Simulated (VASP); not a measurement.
# Si2Sb2Te (Imm2) in VASP: single point with r2SCAN

Aim: the single point of Si2Sb2Te with r2SCAN.

Program: VASP 6.6.1. These are calculated values, not measurements. Logs are shortened: lines on timing, memory, paths and dates and some standing lists are left out, and cuts for length are marked.

### Step 1. The crystal as given

The structure is orthorhombic, space group Imm2 (No. 44). Conventional cell: a = 4.116 Å, b = 12.322 Å, c = 6.047 Å, α = 90.00°, β = 90.00°, γ = 90.00°. Si (site symmetry m) has 1 Te at 2.56 Å and 3 Sb at 2.64 to 2.65 Å as nearest neighbours. Sb (site symmetry m) is surrounded by 3 Si at 2.64 to 2.65 Å. Te (site symmetry mm2) has 2 Si at 2.56 Å as nearest neighbours.

The cell was built by a generator and needn't be a form met in nature.

### Step 2. Single point, r2SCAN

Contents of INCAR:

```
SYSTEM = Si2Sb2Te
PREC = Accurate
ENCUT = 520
EDIFF = 1E-6
ISMEAR = 0
SIGMA = 0.1
LREAL = .FALSE.
LASPH = .TRUE.
NELM = 150
ALGO = Normal
ISIF = 2
LWAVE = .FALSE.
LCHARG = .FALSE.
METAGGA = R2SCAN
LMIXTAU = .TRUE.
KPAR = 4
```

Contents of KPOINTS:

```
Automatic mesh
0
G
  8 8 8
  0 0 0
```

Contents of POSCAR:

```
Si2Sb2Te
1.0
   -2.0580800000      6.1609100000      3.0234900000
    2.0580800000     -6.1609100000      3.0234900000
    2.0580800000      6.1609100000     -3.0234900000
Si Sb Te
2 2 1
Direct
    0.6776560000      0.0093500000      0.6683050000
    0.3410450000      0.0093500000      0.3316950000
    0.0873930000      0.2365060000      0.8508860000
    0.3856200000      0.2365060000      0.1491140000
    0.7582050000      0.2582050000      0.5000000000
```

Potentials or basis: VASP PAW PBE potentials, release 64 (Si, Sb, Te).

Launch:

```bash
cat potpaw_PBE.64/Si/POTCAR potpaw_PBE.64/Sb/POTCAR potpaw_PBE.64/Te/POTCAR > POTCAR
mpirun -np 4 vasp_std > vasp.out
```

OUTCAR:

```text
SYSTEM = Si2Sb2Te
   PREC = Accurate
   ENCUT = 520
   EDIFF = 1E-6
   ISMEAR = 0
   LREAL = .FALSE.
   LASPH = .TRUE.
   NELM = 150
   ISIF = 2
   METAGGA = R2SCAN

 ion  position               nearest neighbor table
   1  0.678  0.009  0.668-   5 2.56   3 2.64   4 2.65   4 2.65
   2  0.341  0.009  0.332-   5 2.56   4 2.64   3 2.65   3 2.65
   3  0.087  0.237  0.851-   1 2.64   2 2.65   2 2.65   4 3.67
   4  0.386  0.237  0.149-   2 2.64   1 2.65   1 2.65   3 3.67
   5  0.758  0.258  0.500-   2 2.56   1 2.56

  LATTYP: Found a body centered orthorhombic cell.
 ALAT       =     4.1161600000
 B/A-ratio  =     1.4690828345
 C/A-ratio  =     2.9935230895

  Lattice vectors:

 A1 = (  -2.0580800000,   6.1609100000,  -3.0234900000)
 A2 = (   2.0580800000,   6.1609100000,   3.0234900000)
 A3 = (   2.0580800000,  -6.1609100000,  -3.0234900000)

Analysis of symmetry for initial positions (statically):
=====================================================================
 Subroutine PRICEL returns:
 Original cell was already a primitive cell.

 Routine SETGRP: Setting up the symmetry group for a
 body centered orthorhombic supercell.

 Subroutine GETGRP returns: Found  4 space group operations
 (whereof  4 operations were pure point group operations)
 out of a pool of  8 trial point group operations.

The static configuration has the point symmetry C_2v.

Analysis of symmetry for dynamics (positions and initial velocities):
=====================================================================
 Subroutine PRICEL returns:
 Original cell was already a primitive cell.

 Routine SETGRP: Setting up the symmetry group for a
 body centered orthorhombic supercell.

 Subroutine GETGRP returns: Found  4 space group operations
 (whereof  4 operations were pure point group operations)
 out of a pool of  8 trial point group operations.

The dynamic configuration has the point symmetry C_2v.

 Subroutine INISYM returns: Found  4 space group operations
 (whereof  4 operations are pure point group operations),
 and found     1 'primitive' translations

----------------------------------------------------------------------------------------

                                     Primitive cell

  volume of cell :     153.3471

  direct lattice vectors                    reciprocal lattice vectors
    -2.058080000  6.160910000  3.023490000     0.000000000  0.081156842  0.165371805
     2.058080000 -6.160910000  3.023490000     0.242944881  0.000000000  0.165371805
[... 98 lines left out ...]
   ISYM   =      2    0-nonsym 1-usesym 2-fastsym
   POTIM  = 0.5000    time-step for ionic-motion
   TEBEG  =    0.0;   TEEND  =   0.0 temperature during run
   PSTRESS=    0.0 pullay stress
   NELECT =      24.0000    total number of electrons
   NUPDOWN=      -1.0000    fix difference up-down
   EMIN   =  10.00;   EMAX   =-10.00  energy-range for DOS
   EFERMI =   0.00;   METHOD = LEGACY
   ISMEAR =     0;   SIGMA  =   0.10  broadening in eV -4-tet -1-fermi 0-gaus
   EFERMI_NEDOS =   21; number of points for ismear=-14 and -15
   IALGO  =     38    algorithm
   IMIX   =      4    mixing-type and parameters
     AMIX     =   0.40;   BMIX     =  1.00
     AMIX_MAG =   1.60;   BMIX_MAG =  1.00
  volume/ion in A,a.u.               =      30.67       206.97
  Fermi-wavevector in a.u.,A,eV,Ry     =   0.882240  1.667192 10.590057  0.778347
  Thomas-Fermi vector in A             =   2.002845
   LORBIT       =      0    0 simple, 1 ext, 2 COOP (PROOUT), +10 PAW based schemes
   METAGGA = R2SCAN    functional components
   LHFCALC =     F    Hartree Fock is set to
   AEXX    =    0.0000 exact exchange contribution
   IVDW    =     0    specifies the selected vdW correction
   LEPSILON=     F    determine dielectric tensor
   LRPA    =     F    only Hartree local field effects (RPA)
 non-spin polarized calculation
 Gauss-broadening in eV      SIGMA  =   0.10
  energy-cutoff  :      520.00
  volume of cell :      153.35
 maximum number of plane-waves:      4151
 NGX is ok and might be reduce to    54
   NGX = 27   NGY = 27   NGZ = 27

 number of electron      24.0000001 magnetization

 Free energy of the ion-electron system (eV)
  ---------------------------------------------------
  ext. energy  EPLUGINS =         0.00000000
  ---------------------------------------------------
  free energy    TOTEN  =       -93.70434022 eV

  energy without entropy =      -93.70427838  energy(sigma->0) =      -93.70430930

 E-fermi :   5.3131     XC(G=0):  -9.1564

 val. band max:        5.1525401316   @ k =   0.0000   0.0000   0.0000
 cond. band min:       5.4726177765   @ k =  -0.3750  -0.3750   0.3750
 fundamental gap:      0.3200776449
 Fermi energy:         5.3131269885

 k-point     1 :       0.0000    0.0000    0.0000
  band No.  band energies     occupation
      1      -7.8642      2.00000
      2      -5.7088      2.00000
      3      -5.0803      2.00000
      4      -3.0567      2.00000
      5      -0.2775      2.00000
      6       0.3019      2.00000
[... 433 lines left out ...]
      3      -4.9906      2.00000
      4      -2.6447      2.00000
      5      -2.1520      2.00000
      6       0.4530      2.00000
[... 8 lines left out ...]
     15       7.6002      0.00000
     16       8.1201      0.00000

 [... further k-points ...]

------------------------ aborting loop because EDIFF is reached ----------------------------------------

  FORCE on cell =-STRESS in cart. coord.  units (eV):
  Direction    XX          YY          ZZ          XY          YZ          ZX
  --------------------------------------------------------------------------------------
  -------------------------------------------------------------------------------------
  Total       -0.9916595     -1.1119756     -1.1437178      0.0000000      0.0000000      0.0000000
  in kB      -10.3609008    -11.6179690    -11.9496120      0.0000000      0.0000000      0.0000000
  external PRESSURE =     -11.3094939 kB  Pullay stress =       0.0000000 kB

 VOLUME and BASIS-vectors are now :
 -----------------------------------------------------------------------------
  energy-cutoff  :      520.00
  volume of cell :      153.35
      direct lattice vectors                 reciprocal lattice vectors
    -2.058080000  6.160910000  3.023490000     0.000000000  0.081156842  0.165371805
     2.058080000 -6.160910000  3.023490000     0.242944881  0.000000000  0.165371805
     2.058080000  6.160910000 -3.023490000     0.242944881  0.081156842  0.000000000

 POSITION                                       TOTAL-FORCE (eV/Angst)
 -----------------------------------------------------------------------------------
     -0.00000      8.23474      0.05654         0.000000     -0.038705     -0.004444
      0.00000      4.08709      0.05654        -0.000000      0.038705     -0.004444
      2.05808      4.32356     -1.59334        -0.000000     -0.183393      0.104627
     -0.00000      1.83736      1.43015         0.000000      0.183393      0.104627
      0.00000      6.16091      1.56136        -0.000000      0.000000     -0.200366
 -----------------------------------------------------------------------------------
    total drift:                                0.000438     -0.001344     -0.000107

  FREE ENERGIE OF THE ION-ELECTRON SYSTEM (eV)
  ---------------------------------------------------
  free  energy   TOTEN  =       -93.7043402168 eV

  energy  without entropy=      -93.7042783791  energy(sigma->0) =      -93.70430930
```

stdout:

```text
POSCAR found type information on POSCAR SiSbTe
 POSCAR found :  3 types and       5 ions
 scaLAPACK will be used
 -----------------------------------------------------------------------------
|                                                                             |
|                                                                             |
|     You enforced a specific xc type in the INCAR file but a different       |
|     I HOPE YOU KNOW WHAT YOU ARE DOING!                                     |
|                                                                             |
 -----------------------------------------------------------------------------

 LDA part: xc-table for (None), standard interpolation
 POSCAR, INCAR and KPOINTS ok, starting setup
 FFT: planning ... GRIDC
 FFT: planning ... GRID_SOFT
 FFT: planning ... GRID
 WAVECAR not read
 entering main loop
```

Wall time 9.4 min (4 MPI ranks of Intel Xeon Platinum 8259CL at 2.50GHz (Skylake/Cascade Lake), shared host); peak memory 0.63 GiB.

What came out:

```
Free energy            : -93.7043 eV
Pressure               : -1.1 GPa
Largest force          : 0.211 eV/Å
Band gap on the k mesh : 0.32 eV, indirect (least direct gap 0.57 eV)
```

Forces in eV/Å, atoms in the order of the input:
```
Si   0.000 -0.039 -0.004
Si   0.000  0.039 -0.004
Sb   0.000 -0.183  0.105
Sb   0.000  0.183  0.105
Te   0.000  0.000 -0.200
```

Stress tensor (GPa, compression positive):
```
-1.04  0.00  0.00
 0.00 -1.16  0.00
 0.00  0.00 -1.19
```

Caveat: the PAW data sets were made with another functional, which shifts forces and pressure a little; spin-orbit coupling is left out, which moves the levels of the heavy elements. A k mesh can miss the band edges.
